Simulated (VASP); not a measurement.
Given:

```xyz
4
Lattice="3.9919 0.0000 0.0000 0.0000 3.9919 0.0000 0.0000 0.0000 3.9919" Properties=species:S:1:pos:R:3 pbc="T T T"
Sc     0.0000     0.0000     0.0000
Al     0.0000     1.9960     1.9960
Al     1.9960     0.0000     1.9960
Al     1.9960     1.9960     0.0000
```

These are LDA (Ceperley-Alder, Perdew-Zunger), VASP's LDA PAW potentials (set 64) (plane waves; VASP) values and carry that method's errors. Numerical set-up: 520 eV cut-off, 8×8×8 Γ-centred mesh, first-order Methfessel-Paxton smearing of 0.10 eV, potentials Sc_sv Al.

### Question
Give the stress tensor in GPa (positive for a compressed cell).

### Answer

```
3.26  0.00  0.00
0.00  3.26  0.00
0.00  0.00  3.26
```
The pressure is its mean diagonal, 3.26 GPa.

The compound is Al3Sc in the L1_2 structure. This cell is one point of a volume scan, at 0.97 of the reference volume.
